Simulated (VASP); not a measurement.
# NbB2 (P6/mmm) in VASP: further runs

The runs below take NbB2 through relaxation of cell and atoms, with LDA.

All numbers are computed with VASP 6.6.1; they aren't measurements. Logs are shortened: lines on timing, memory, paths and dates and some standing lists are left out, and cuts for length are marked.

## (1) Starting point

Symmetry: P6/mmm, No. 191, hexagonal system. The conventional cell has a = 3.086 Å, b = 3.086 Å, c = 3.306 Å, α = 90.00°, β = 90.00°, γ = 120.00°. Nb (site symmetry 6/mmm) is surrounded by 12 B at 2.43 Å. B (site symmetry -6m2) is surrounded by 3 B at 1.78 Å.

## (2) Relaxation of cell and atoms, LDA

INCAR

```
PREC = Accurate
ENCUT = 520
EDIFF = 1E-7
ISMEAR = 0
SIGMA = 0.1
LREAL = F
LASPH = T
NELM = 80
ALGO = Fast
ISIF = 3
LWAVE = F
LCHARG = F
IBRION = 2
NSW = 80
EDIFFG = -0.002
```

KPOINTS

```
regular mesh
0
Gamma
  15 15 12
```

POSCAR

```
NbB2
1.0
    3.0860000000      0.0000000000      0.0000000000
   -1.5430000000      2.6725544000      0.0000000000
    0.0000000000      0.0000000000      3.3060000000
Nb B
1 2
Direct
    0.0000000000      0.0000000000      0.0000000000
    0.3333333300      0.6666666700      0.5000000000
    0.6666666700      0.3333333300      0.5000000000
```

Potentials or basis: VASP PAW LDA potentials, release 64 (Nb_sv, B).

Launch:

```
$ cat potpaw_LDA.64/Nb_sv/POTCAR potpaw_LDA.64/B/POTCAR > POTCAR
$ mpirun -np 1 vasp_std > vasp.out
```

OUTCAR:

```text
PREC = Accurate
   ENCUT = 520
   EDIFF = 1E-7
   ISMEAR = 0
   LREAL = F
   LASPH = T
   NELM = 80
   ISIF = 3
   IBRION = 2
   NSW = 80
   EDIFFG = -0.002

 ion  position               nearest neighbor table
   1  0.000  0.000  0.000-   2 2.43   3 2.43   2 2.43   3 2.43   3 2.43   3 2.43   2 2.43   2 2.43
                             3 2.43   3 2.43   2 2.43   2 2.43
   2  0.333  0.667  0.500-   3 1.78   3 1.78   3 1.78   1 2.43   1 2.43   1 2.43   1 2.43   1 2.43
                             1 2.43
   3  0.667  0.333  0.500-   2 1.78   2 1.78   2 1.78   1 2.43   1 2.43   1 2.43   1 2.43   1 2.43
                             1 2.43

  LATTYP: Found a hexagonal cell.
 ALAT       =     3.0860000000
 C/A-ratio  =     1.0712896954

  Lattice vectors:

 A1 = (   3.0860000000,   0.0000000000,   0.0000000000)
 A2 = (  -1.5430000000,   2.6725544000,   0.0000000000)
 A3 = (   0.0000000000,   0.0000000000,   3.3060000000)

Analysis of symmetry for initial positions (statically):
=====================================================================
 Subroutine PRICEL returns:
 Original cell was already a primitive cell.

 Routine SETGRP: Setting up the symmetry group for a
 hexagonal supercell.

 Subroutine GETGRP returns: Found 24 space group operations
 (whereof 24 operations were pure point group operations)
 out of a pool of 24 trial point group operations.

The static configuration has the point symmetry D_6h.

Analysis of symmetry for dynamics (positions and initial velocities):
=====================================================================
 Subroutine PRICEL returns:
 Original cell was already a primitive cell.

 Routine SETGRP: Setting up the symmetry group for a
 hexagonal supercell.

 Subroutine GETGRP returns: Found 24 space group operations
 (whereof 24 operations were pure point group operations)
 out of a pool of 24 trial point group operations.

The dynamic configuration has the point symmetry D_6h.

 Subroutine INISYM returns: Found 24 space group operations
 (whereof 24 operations are pure point group operations),
 and found     1 'primitive' translations

----------------------------------------------------------------------------------------

                                     Primitive cell

  volume of cell :      27.2662

  direct lattice vectors                    reciprocal lattice vectors
     3.086000000  0.000000000  0.000000000     0.324044070  0.187086931  0.000000000
    -1.543000000  2.672554400  0.000000000     0.000000000  0.374173862  0.000000000
     0.000000000  0.000000000  3.306000000     0.000000000  0.000000000  0.302480339

  length of vectors
     3.086000000  3.086000003  3.306000000     0.374173862  0.374173862  0.302480339

  position of ions in fractional coordinates (direct lattice)
     0.000000000  0.000000000  0.000000000
     0.333333330  0.666666670  0.500000000
     0.666666670  0.333333330  0.500000000

  ion indices of the primitive-cell ions
   primitive index   ion index
                 1           1
                 2           2
                 3           3

----------------------------------------------------------------------------------------

 KPOINTS: regular mesh

Automatic generation of k-mesh.
 Grid dimensions read from file:
 generate k-points for:   15   15   12

 Generating k-lattice:

  Cartesian coordinates                     Fractional coordinates (reciprocal lattice)
     0.021602938  0.012472462  0.000000000     0.066666667  0.000000000  0.000000000
     0.000000000  0.024944924  0.000000000     0.000000000  0.066666667  0.000000000
     0.000000000  0.000000000  0.025206695     0.000000000  0.000000000  0.083333333

  Length of vectors
     0.024944924  0.024944924  0.025206695

  Shift w.r.t. Gamma in fractional coordinates (k-lattice)
     0.000000000  0.000000000  0.000000000

 Subroutine IBZKPT returns following result:
 ===========================================

 Found    189 irreducible k-points:

 Following reciprocal coordinates:
            Coordinates               Weight
  0.000000  0.000000  0.000000      1.000000
  0.066667  0.000000  0.000000      6.000000
  0.133333  0.000000  0.000000      6.000000
  0.200000  0.000000  0.000000      6.000000
  0.266667  0.000000  0.000000      6.000000
  0.333333 -0.000000  0.000000      6.000000
[... 16 lines left out ...]
  0.333333  0.200000  0.000000     12.000000
  0.400000  0.200000  0.000000      6.000000
 [... further k-points ...]
   k-points           NKPTS =    189   k-points in BZ     NKDIM =    189   number of bands    NBANDS=     13
   number of dos      NEDOS =    301   number of ions     NIONS =      3
   total plane-waves  NPLWV =  16128
   dimension x,y,z NGX =    24 NGY =   24 NGZ =   28
   dimension x,y,z NGXF=    48 NGYF=   48 NGZF=   56
   ions per type =               1   2
   NGX,Y,Z   is equivalent  to a cutoff of  12.93, 12.93, 14.08 a.u.
   NGXF,Y,Z  is equivalent  to a cutoff of  25.86, 25.86, 28.16 a.u.
 SYSTEM =  unknown system
   PREC   = accura    normal or accurate (medium, high low for compatibility)
   ISTART =      0    job   : 0-new  1-cont  2-samecut
   ICHARG =      2    charge: 1-file 2-atom 10-const
   ISPIN  =      1    spin polarized calculation?
   LNONCOLLINEAR =      F non collinear calculations
   LSORBIT =      F    spin-orbit coupling
   LASPH  =      T    aspherical Exc in radial PAW
   ENCUT  =  520.0 eV  38.22 Ry    6.18 a.u.   5.74  5.74  6.15*2*pi/ulx,y,z
   NELM   =     80;   NELMIN=  2; NELMDL= -5     # of ELM steps
   EDIFF  = 0.1E-06   stopping-criterion for ELM
   LREAL  =      F    real-space projection
   EDIFFG = -.2E-02   stopping-criterion for IOM
   NSW    =     80    number of steps for IOM
   IBRION =      2    ionic relax: 0-MD 1-quasi-New 2-CG
   NFREE  =      1    steps in history (QN), initial steepest desc. (CG)
   ISIF   =      3    stress and relaxation
   ISYM   =      2    0-nonsym 1-usesym 2-fastsym
   POTIM  = 0.5000    time-step for ionic-motion
   TEBEG  =    0.0;   TEEND  =   0.0 temperature during run
   PSTRESS=    0.0 pullay stress
   NELECT =      19.0000    total number of electrons
   NUPDOWN=      -1.0000    fix difference up-down
   EMIN   =  10.00;   EMAX   =-10.00  energy-range for DOS
   EFERMI =   0.00;   METHOD = LEGACY
   ISMEAR =     0;   SIGMA  =   0.10  broadening in eV -4-tet -1-fermi 0-gaus
   EFERMI_NEDOS =   21; number of points for ismear=-14 and -15
   IALGO  =     68    algorithm
   IMIX   =      4    mixing-type and parameters
     AMIX     =   0.40;   BMIX     =  1.00
     AMIX_MAG =   1.60;   BMIX_MAG =  1.00
  volume/ion in A,a.u.               =       9.09        61.33
  Fermi-wavevector in a.u.,A,eV,Ry     =   1.451390  2.742730 28.661138  2.106534
  Thomas-Fermi vector in A             =   2.568893
   LORBIT       =      0    0 simple, 1 ext, 2 COOP (PROOUT), +10 PAW based schemes
   GGA     = CA    functional components
   LHFCALC =     F    Hartree Fock is set to
   AEXX    =    0.0000 exact exchange contribution
   IVDW    =     0    specifies the selected vdW correction
   LEPSILON=     F    determine dielectric tensor
   LRPA    =     F    only Hartree local field effects (RPA)
 conjugate gradient relaxation of ions
 non-spin polarized calculation
 RMM-DIIS sequential band-by-band and
 Gauss-broadening in eV      SIGMA  =   0.10
  energy-cutoff  :      520.00
  volume of cell :       27.27
 maximum number of plane-waves:       752
 NGX is ok and might be reduce to    24
   NGX = 11   NGY = 11   NGZ = 13

--------------------------------------- Ionic step        1  -------------------------------------------

 number of electron      19.0000002 magnetization

 Free energy of the ion-electron system (eV)
  ---------------------------------------------------
  ext. energy  EPLUGINS =         0.00000000
  ---------------------------------------------------
  free energy    TOTEN  =       -28.54864428 eV

  energy without entropy =      -28.54437525  energy(sigma->0) =      -28.54650977

------------------------ aborting loop because EDIFF is reached ----------------------------------------

  FORCE on cell =-STRESS in cart. coord.  units (eV):
  Direction    XX          YY          ZZ          XY          YZ          ZX
  --------------------------------------------------------------------------------------
  -------------------------------------------------------------------------------------
  Total       -0.7810262     -0.7810262     -0.9858877      0.0000000      0.0000000      0.0000000
  in kB      -45.8934635    -45.8934637    -57.9312256      0.0000000      0.0000000      0.0000000
  external PRESSURE =     -49.9060509 kB  Pullay stress =       0.0000000 kB
[... 281 lines left out ...]
  energy  without entropy=      -28.5518387185  energy(sigma->0) =      -28.55397860

--------------------------------------- Ionic step        9  -------------------------------------------

 number of electron      19.0000002 magnetization

 Free energy of the ion-electron system (eV)
  ---------------------------------------------------
  ext. energy  EPLUGINS =         0.00000000
  ---------------------------------------------------
  free energy    TOTEN  =       -28.55612082 eV

  energy without entropy =      -28.55184247  energy(sigma->0) =      -28.55398165

 E-fermi :  12.9448     XC(G=0): -13.3704

 val. band max:       12.9403303785   @ k =   0.0000   0.0000   0.1667
 cond. band min:      12.9542971986   @ k =   0.3333   0.0667   0.1667
 fundamental gap:      0.0139668202
 Fermi energy:        12.9448021614

 k-point     1 :       0.0000    0.0000    0.0000
  band No.  band energies     occupation
      1     -42.4762      2.00000
      2     -18.8352      2.00000
      3     -18.3555      2.00000
      4     -18.3555      2.00000
      5      -1.3949      2.00000
      6       8.4706      2.00000
      7       8.4706      2.00000
      8       8.5223      2.00000
      9       9.8022      2.00000
     10      14.2462      0.00000
     11      14.2462      0.00000
     12      16.1662      0.00000
     13      16.1662      0.00000
[... 353 lines left out ...]
 k-point    24 :       0.4000    0.2000    0.0000
  band No.  band energies     occupation
      1     -42.3660      2.00000
      2     -19.0846      2.00000
      3     -18.7328      2.00000
      4     -18.6789      2.00000
      5       2.9880      2.00000
      6       3.4263      2.00000
      7       5.8552      2.00000
      8       8.1439      2.00000
      9      10.5373      2.00000
     10      11.1096      2.00000
     11      13.9905      0.00000
     12      15.1595      0.00000
     13      18.3008      0.00000

 [... further k-points ...]

------------------------ aborting loop because EDIFF is reached ----------------------------------------

  FORCE on cell =-STRESS in cart. coord.  units (eV):
  Direction    XX          YY          ZZ          XY          YZ          ZX
  --------------------------------------------------------------------------------------
  -------------------------------------------------------------------------------------
  Total       -0.0044451     -0.0044451      0.0001957      0.0000000      0.0000000     -0.0000000
  in kB       -0.2655855     -0.2655855      0.0116911      0.0000000      0.0000000     -0.0000000
  external PRESSURE =      -0.1731600 kB  Pullay stress =       0.0000000 kB
[... 18 lines left out ...]
  FREE ENERGIE OF THE ION-ELECTRON SYSTEM (eV)
  ---------------------------------------------------
  free  energy   TOTEN  =       -28.5561208241 eV

  energy  without entropy=      -28.5518424675  energy(sigma->0) =      -28.55398165

 reached required accuracy - stopping structural energy minimisation
```

Run time: 6.4 min. Hardware: 1 thread of AMD EPYC 9R45 (Zen 5), shared host; peak memory 0.17 GiB.

What came out:

- Free energy: -28.5561 eV
- Relaxed volume: 8.94 Å³/atom
- Relaxed cell: a = 3.074 Å, b = 3.074 Å, c = 3.276 Å, α = 90.00°, β = 90.00°, γ = 120.00°
- Space group after relaxing (to 0.05 Å): P6/mmm (No. 191)
- Energy gained by relaxing: 2.5 meV/atom
- Ionic steps: 9
- Pressure after relaxing: 0.0 GPa
- Band gap on the k mesh: none (metal or under the smearing width)

The path:
```tsv
step	energy change (eV)	largest force (eV/Å)	pressure (GPa)	volume (Å³)
1	0.0000	0.0000	-4.99	27.27
2	0.0089	0.0000	8.15	26.16
3	-0.0072	0.0000	0.03	26.82
4	-0.0072	0.0000	0.12	26.81
5	-0.0075	0.0000	0.08	26.81
6	-0.0075	0.0000	0.08	26.81
7	-0.0075	0.0000	0.07	26.81
8	-0.0075	0.0000	-0.09	26.82
9	-0.0075	0.0000	-0.02	26.82
```

Final structure:
```yaml
crystal:
  lattice:
    - [3.07429, 0.00000, 0.00000]
    - [-1.53715, 2.66241, 0.00000]
    - [0.00000, 0.00000, 3.27615]
  atoms:
    - { symbol: Nb, position: [0.00000, 0.00000, 0.00000] }
    - { symbol: B, position: [0.33333, 0.66667, 0.50000] }
    - { symbol: B, position: [0.66667, 0.33333, 0.50000] }
```

LDA usually gives volumes a few per cent too small. Zero-point motion and thermal expansion aren't in these numbers.

## (3) Relaxation of cell and atoms, LDA

This run uses another cell than the first one, of 8.94 Å³/atom, 0.983 times its volume.

INCAR is that of step 2.

KPOINTS is that of step 2.

POSCAR

```
NbB2                                    
1.0
    3.0742918758     -0.0000000000      0.0000000000
   -1.5371459379      2.6624148670     -0.0000000000
   -0.0000000000     -0.0000000000      3.2761499038
  Nb              B             
     1     2
Direct
     0.0000000000000000    0.0000000000000000    0.0000000000000000
     0.3333333300000021    0.6666666699999979    0.5000000000000000
     0.6666666699999979    0.3333333300000021    0.5000000000000000
```

Potentials or basis: VASP PAW LDA potentials, release 64 (Nb_sv, B).

Launch:

```
$ cat potpaw_LDA.64/Nb_sv/POTCAR potpaw_LDA.64/B/POTCAR > POTCAR
$ mpirun -np 1 vasp_std > vasp.out
```

Wall time 86 s (1 thread of AMD EPYC 9R45 (Zen 5), shared host); peak memory 0.15 GiB.

The run converged. Its results:

```
Free energy             : -28.5558 eV
Pressure after relaxing : 0.0 GPa
Band gap on the k mesh  : none (metal or under the smearing width)
```

Final structure:
```
Nb B
1.0
     3.07429    0.00000    0.00000
    -1.53715    2.66241    0.00000
     0.00000    0.00000    3.27615
Nb B
1 2
Cartesian
  0.0000 0.0000 0.0000
  0.0000 1.7749 1.6381
  1.5371 0.8875 1.6381
```

Levels at points of the mesh, in eV from the Fermi level:
| k point | band 5 | band 6 | band 7 | band 8 | band 9 | band 10 | band 11 | band 12 | band 13 |
| --- | --- | --- | --- | --- | --- | --- | --- | --- | --- |
| (0.00, 0.00, 0.00) | -14.34 | -4.47 | -4.47 | -4.42 | -3.14 | 1.31 | 1.31 | 4.28 | 4.33 |
| (0.00, 0.00, 0.50) | -11.86 | -8.71 | -2.07 | -2.07 | -1.86 | -1.86 | -1.23 | -1.23 | 0.72 |

Caveat: the relaxation stopped at its first step, so nothing moved.
